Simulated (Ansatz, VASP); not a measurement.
# TlHg2: VASP beside Ansatz, part 2 of 2

Wanted: the spread between two codes on one cell, functional and k mesh. The cell is generated by rule, not measured, and may not be a known phase. Of the first pair: The two relaxations start from unlike cells of this crystal (the structure described is Ansatz's start), so only their ends are compared.

VASP 6.6.1 and Ansatz 0.2.0.

So far: Set-up; Ansatz: relaxation of cell and atoms, PBEsol, pair 1; VASP: relaxation of cell and atoms, PBEsol, pair 1; Differences.

## Step 5: VASP: relaxation of cell and atoms, PBEsol, pair 2

Level of this step: PBEsol; plane waves and PAW (Tl_d, Hg); invented cell (VASP).

The relaxed volume is the usual yardstick between codes: in a stiff, nearly cubic crystal its relative difference is about their pressure difference at one cell divided by the bulk modulus. Its start cell is another than that of the pair before, and may be another structure of the material.

The input, INCAR:

```
SYSTEM = TlHg2
PREC = Accurate
ENCUT = 500
EDIFF = 1E-07
NELM = 120
ISMEAR = 0
SIGMA = 0.1
LREAL = .FALSE.
ALGO = Normal
GGA = PS
NBANDS = 24
LORBIT = 11
LWAVE = .FALSE.
LCHARG = .FALSE.
ISIF = 3
IBRION = 2
NSW = 80
EDIFFG = -0.005
LASPH = .TRUE.
GGA_COMPAT = .FALSE.
NELMIN = 4
KPAR = 2
```

The input, POSCAR:

```
TlHg2
1.0
    5.0321890000     -0.0000030000      0.0000000000
   -2.5160920000      4.3580050000      0.0000000000
    0.0000000000      0.0000000000      3.4973830000
Tl Hg
1 2
Direct
    0.0000000000      0.0000000000      0.0000000000
    0.3333334378      0.6666667432      0.4999998570
    0.6666665622      0.3333332568      0.4999998570
```

The input, KPOINTS:

```
Automatic mesh
0
Gamma
9 9 10
0 0 0
```

PAW data sets: Tl_d and Hg (PBE family, release 64).

Started as:

```
> mpirun -np 2 vasp_std
```

Numbers of over 12 decimals in the logs are rounded to 6 here.

The program printed:

```text
[banner, memory and clock lines left out]
running    2 mpi-ranks, on    1 nodes
[...]
[... a notice as in an earlier step ...]

 LDA part: xc-table for (Slater+PW92), standard interpolation
 POSCAR, INCAR and KPOINTS ok, starting setup
[...]
entering main loop
       N       E                     dE             d eps       ncg     rms          rms(c)
DAV:   1     0.259184004708E+03    0.25918E+03   -0.18502E+04  3472   0.140E+03
DAV:   2     0.278599766807E+01   -0.25640E+03   -0.24786E+03  3616   0.362E+02
DAV:   3    -0.395995245691E+01   -0.67460E+01   -0.67126E+01  4200   0.623E+01
DAV:   4    -0.398102555251E+01   -0.21073E-01   -0.21070E-01  3744   0.324E+00
[...]
DAV:  11    -0.375017015679E+01   -0.34714E-05   -0.28599E-05  3920   0.429E-02    0.104E-02
DAV:  12    -0.375016949660E+01    0.66019E-06   -0.60364E-06  3856   0.243E-02    0.132E-03
DAV:  13    -0.375016955653E+01   -0.59924E-07   -0.25069E-07  2992   0.426E-03
   1 F= -.37501696E+01 E0= -.37457386E+01  d E =-.375017E+01
[... from here on, the cycles between the ionic steps are left out ...]
   2 F= -.37565288E+01 E0= -.37527797E+01  d E =-.635929E-02
   3 F= -.37580527E+01 E0= -.37546742E+01  d E =-.788311E-02
   4 F= -.37633855E+01 E0= -.37595625E+01  d E =-.533281E-02
   5 F= -.37848504E+01 E0= -.37801392E+01  d E =-.267978E-01
   6 F= -.38126233E+01 E0= -.38101450E+01  d E =-.545706E-01
   7 F= -.38156195E+01 E0= -.38128373E+01  d E =-.575668E-01
   8 F= -.38208212E+01 E0= -.38183169E+01  d E =-.627686E-01
   9 F= -.38208252E+01 E0= -.38182991E+01  d E =-.627726E-01
  10 F= -.38201747E+01 E0= -.38176664E+01  d E =0.650501E-03
  11 F= -.38218120E+01 E0= -.38192871E+01  d E =-.986818E-03
  12 F= -.38218116E+01 E0= -.38192866E+01  d E =-.986337E-03
  13 F= -.38218348E+01 E0= -.38193204E+01  d E =-.232201E-04
 trial-energy change:   -0.000023  1 .order   -0.000023   -0.000055    0.000009
 step:   1.8840(harm=  1.8840)  dis= 0.00000  next Energy=    -3.821835 (dE=-0.239E-04)
 reached required accuracy - stopping structural energy minimisation
```

Parts of OUTCAR (step 5):

```text
  Total       -0.0048134     -0.0048134      0.0035906      0.0000000      0.0000000     -0.0000000
  in kB       -0.1010384     -0.1010384      0.0753721      0.0000000      0.0000000     -0.0000000
  external PRESSURE =      -0.0422349 kB  Pullay stress =       0.0000000 kB

 POSITION                                       TOTAL-FORCE (eV/Angst)
 -----------------------------------------------------------------------------------
      0.00000      0.00000      0.00000         0.000000     -0.000000      0.000000
      0.00000      3.05513      1.57373        -0.000000     -0.000000      0.000000
      2.64582      1.52756      1.57373         0.000000      0.000000      0.000000
 -----------------------------------------------------------------------------------
    total drift:                               -0.000000      0.000000      0.000326

  FREE ENERGIE OF THE ION-ELECTRON SYSTEM (eV)
  ---------------------------------------------------
  free  energy   TOTEN  =        -3.8218347772 eV

  energy  without entropy=       -3.8168059623  energy(sigma->0) =       -3.81932037

[... 1 part as in an earlier step ...]

[... 3 further parts left out ...]
[key lines of the parts left out:]
E-fermi :   4.0537
```

## Step 6: Ansatz: relaxation of cell and atoms, PBEsol, pair 2

The same cell, functional, mesh and smearing now go to Ansatz, which takes its cutoff from its data sets.

The cell is taken from a series of runs on this material, whose earlier steps may have relaxed, scaled, displaced or heated it; both programs get it as it stands.

The input, input.yaml:

```yaml
crystal:
  lattice:
    - [5.0321892474, -3.0321e-06, 0.0]
    - [-2.5160919978, 4.3580052409, 0.0]
    - [0.0, 0.0, 3.497382689]
  atoms:
    - { symbol: Tl, position: [0.0, 0.0, 0.0] }
    - { symbol: Hg, position: [0.3333333333, 0.6666666667, 0.5] }
    - { symbol: Hg, position: [0.6666666667, 0.3333333333, 0.5] }
kpoints:
  mp_grid: { grid: [9, 9, 10] }
hamiltonian:
  xc: pbesol
scf:
  occupations: { method: gaussian, width: 0.1 }
output:
  forces: true
  stress: true
  eigenvalues: true
relax:
  adjacent_minimum: "off"
  f_tol: 0.005
  max_steps: 80
  cell: { stress_tol: 0.05 }
```

Started as:

```
> ansatz run input.yaml --threads 8 --pin off --max-ram 14336MiB --backend cpu --events-out ev --progress --plain --runs-dir out
```

The program printed:

```text
[...]
Crystal: 3 atoms, lattice volume = 76.699 Å³
Basis set: ecut = 420 eV, 1529 PW (Γ), exchange–correlation on 72×72×48 points (8 copies of the dense FFT grid, shifted against one another)
Bands: 32, of which v1, the nominal top of the filled ones, is band 27 counted from 1 (26 counted from 0)
Symmetry: 24 space group operations
[...]
k-points: 72 of 810
[...]
--- Relaxed structure (6 steps of the walk, 6 accepted, 1 SCFs on fresh bases) ---
[...]
cell:  # Å, volume = 75.9946 Å³
    - [5.281954, -3.182608344822957e-6, 0]
    - [-2.640974, 4.574308, 0]
    - [0, 0, 3.145307]
  atoms:
    - { symbol: Tl, position: [0, 0, 0] }
    - { symbol: Hg, position: [0.333333, 0.666667, 0.500000] }
    - { symbol: Hg, position: [0.666667, 0.333333, 0.500000] }
[key lines of the parts left out:]
SCF converged after 6 iterations
Free energy (F): -38631.759318 eV
Fermi energy:    13.056524 eV
P = ⅓ Tr σ = -0.0279 GPa (-0.279 kbar)
```

## Step 7: Comparison

What differs besides the data sets and the points named for the pairs above, as far as they apply: the data sets hold 53 valence electrons in Ansatz (on its default PAW (the set named soft_2) files) and 37 in VASP. Total energies have different zeros and are not compared.

The two programs side by side:

```csv
quantity,Ansatz,VASP,difference
volume (Å³),75.99,76.33,-0.43 %
"edge a after relaxation, in the typed setting (Å)",5.282,5.292,-0.18 %
"edge c after relaxation, in the typed setting (Å)",3.145,3.147,-0.07 %
```

## Step 8: Ansatz: relaxation of cell and atoms, PBEsol, pair 3

The relaxed volume is the usual yardstick between codes: in a stiff, nearly cubic crystal its relative difference is about their pressure difference at one cell divided by the bulk modulus.

The cell is taken from a series of runs on this material, whose earlier steps may have relaxed, scaled, displaced or heated it; both programs get it as it stands.

The input, input.yaml:

```yaml
crystal:
  lattice:
    - [5.2819541452, -3.1826e-06, 0.0]
    - [-2.6409743164, 4.5743080626, 0.0]
    - [0.0, 0.0, 3.1453074092]
  atoms:
    - { symbol: Tl, position: [0.0, 0.0, 0.0] }
    - { symbol: Hg, position: [0.3333333333, 0.6666666667, 0.5] }
    - { symbol: Hg, position: [0.6666666667, 0.3333333333, 0.5] }
kpoints:
  mp_grid: { grid: [10, 10, 12] }
hamiltonian:
  xc: pbesol
scf:
  occupations: { method: methfessel_paxton, width: 0.15 }
output:
  forces: true
  stress: true
  eigenvalues: true
relax:
  adjacent_minimum: "off"
  f_tol: 0.001
  max_steps: 60
  cell: { stress_tol: 0.01 }
```

The program printed:

```text
[...]
Crystal: 3 atoms, lattice volume = 75.995 Å³
Basis set: ecut = 420 eV, 1493 PW (Γ), exchange–correlation on 72×72×48 points (8 copies of the dense FFT grid, shifted against one another)
Bands: 32, of which v1, the nominal top of the filled ones, is band 27 counted from 1 (26 counted from 0)
Symmetry: 24 space group operations
[...]
k-points: 98 of 1200
[...]
--- Relaxed structure (7 steps of the walk, 5 accepted, 1 SCFs on fresh bases) ---
[...]
cell:  # Å, volume = 76.0033 Å³
    - [5.309675, -3.199295572634665e-6, 0.0]
    - [-2.654835, 4.598315, 0.0]
    - [0.0, 0.0, 3.112907]
  atoms:
    - { symbol: Tl, position: [0, 0, 0.0] }
    - { symbol: Hg, position: [0.333333, 0.666667, 0.5] }
    - { symbol: Hg, position: [0.666667, 0.333333, 0.5] }
[key lines of the parts left out:]
SCF converged after 6 iterations
Free energy (F): -38631.734902 eV
Fermi energy:    13.143843 eV
P = ⅓ Tr σ = -0.0004 GPa (-0.004 kbar)
```

## Step 9: VASP: relaxation of cell and atoms, PBEsol, pair 3

The same cell, functional, mesh and smearing now go to VASP, with its own data sets.

Changes to INCAR since step 5:

```diff
@@ -5,4 +5,4 @@
 NELM = 120
-ISMEAR = 0
-SIGMA = 0.1
+ISMEAR = 1
+SIGMA = 0.15
 LREAL = .FALSE.
```

The input, POSCAR:

```
TlHg2
1.0
    5.2819540000     -0.0000030000      0.0000000000
   -2.6409740000      4.5743080000      0.0000000000
    0.0000000000      0.0000000000      3.1453070000
Tl Hg
1 2
Direct
    0.0000000000      0.0000000000      0.0000000000
    0.3333333698      0.6666667395      0.5000001590
    0.6666666302      0.3333332605      0.5000001590
```

The input, KPOINTS:

```
Automatic mesh
0
Gamma
10 10 12
0 0 0
```

Started as:

```
> mpirun -np 2 vasp_std
```

The program printed:

```text
[... set-up lines as in an earlier step ...]
 entering main loop
       N       E                     dE             d eps       ncg     rms          rms(c)
DAV:   1     0.255844888331E+03    0.25584E+03   -0.18465E+04  4728   0.140E+03
DAV:   2     0.253594568740E+01   -0.25331E+03   -0.24420E+03  4944   0.361E+02
DAV:   3    -0.399349545163E+01   -0.65294E+01   -0.64834E+01  5576   0.616E+01
DAV:   4    -0.401447254410E+01   -0.20977E-01   -0.20975E-01  5064   0.320E+00
[...]
DAV:  11    -0.379616500074E+01   -0.31256E-05   -0.18888E-05  5408   0.326E-02    0.755E-03
DAV:  12    -0.379616481093E+01    0.18981E-06   -0.38139E-06  5304   0.181E-02    0.171E-03
DAV:  13    -0.379616484591E+01   -0.34976E-07   -0.19575E-07  3560   0.437E-03
   1 F= -.37961648E+01 E0= -.37959219E+01  d E =-.379616E+01
[... from here on, the cycles between the ionic steps are left out ...]
   2 F= -.37964380E+01 E0= -.37962334E+01  d E =-.273151E-03
   3 F= -.37964613E+01 E0= -.37962734E+01  d E =-.296453E-03
   4 F= -.37965915E+01 E0= -.37964577E+01  d E =-.130164E-03
   5 F= -.37969141E+01 E0= -.37970069E+01  d E =-.452773E-03
   6 F= -.37967955E+01 E0= -.37973149E+01  d E =-.334186E-03
   7 F= -.37970300E+01 E0= -.37972965E+01  d E =-.568710E-03
   8 F= -.37970413E+01 E0= -.37973715E+01  d E =-.580032E-03
[...]
reached required accuracy - stopping structural energy minimisation
```

Parts of OUTCAR (step 9):

```text
  Total       -0.0128399     -0.0128399     -0.0044212     -0.0000000     -0.0000000     -0.0000000
  in kB       -0.2693443     -0.2693443     -0.0927449     -0.0000000     -0.0000000     -0.0000000
  external PRESSURE =      -0.2104778 kB  Pullay stress =       0.0000000 kB

 POSITION                                       TOTAL-FORCE (eV/Angst)
 -----------------------------------------------------------------------------------
      0.00000      0.00000      3.11516         0.000000      0.000000      0.000000
      0.00000      3.07196      1.55758         0.000000     -0.000000      0.000000
      2.66039      1.53598      1.55758        -0.000000      0.000000      0.000000
 -----------------------------------------------------------------------------------
    total drift:                                0.000000     -0.000000     -0.000353

  FREE ENERGIE OF THE ION-ELECTRON SYSTEM (eV)
  ---------------------------------------------------
  free  energy   TOTEN  =        -3.7970413316 eV

  energy  without entropy=       -3.7980318297  energy(sigma->0) =       -3.79737150

[... 1 part as in an earlier step ...]

[... 3 further parts left out ...]
[key lines of the parts left out:]
E-fermi :   4.1395
```

## Step 10: Side by side

What differs besides the data sets and the points named for the pairs above, as far as they apply: the data sets hold 53 valence electrons in Ansatz (on its default PAW (the set named soft_2) files) and 37 in VASP. Total energies have different zeros and are not compared.

The two programs side by side:

```csv
quantity,Ansatz,VASP,difference
volume (Å³),76.00,76.38,-0.49 %
"edge a after relaxation, in the typed setting (Å)",5.310,5.321,-0.21 %
"edge c after relaxation, in the typed setting (Å)",3.113,3.115,-0.07 %
```

## Step 11: Summary of results

```yaml
difference_in_volume_relaxation_of_cell_and_atoms_pbesol_pair_1: -0.65 %
difference_in_volume_relaxation_of_cell_and_atoms_pbesol_pair_2: -0.43 %
difference_in_volume_relaxation_of_cell_and_atoms_pbesol_pair_3: -0.49 %
```

**Reading.** The difference in volume is -0.65 % (relaxation of cell and atoms, PBEsol, pair 1), within the 1.2 % picked in this series as the mark of a large difference, as far as the stopping tolerances let one tell. The data sets hold unlike numbers of valence electrons (53 in Ansatz and 37 in VASP), so part of the differences comes from the potentials. Such differences can come from data sets, numerical settings and the points named under the comparisons, not from the functional's error against experiment.

[Lines on the potential files, build, host, timing and source positions are cut from VASP's logs without a mark.]

[Logs are printed without paths, hosts, clocks, repeated set-up lines and the standing remarks that a program may print on its own settings, such as how far it seeks lower states.]

[Hosts, paths, dates, database ids (printed as entryN), source tags and the programs' standing remarks are cut or masked in the printed files.]
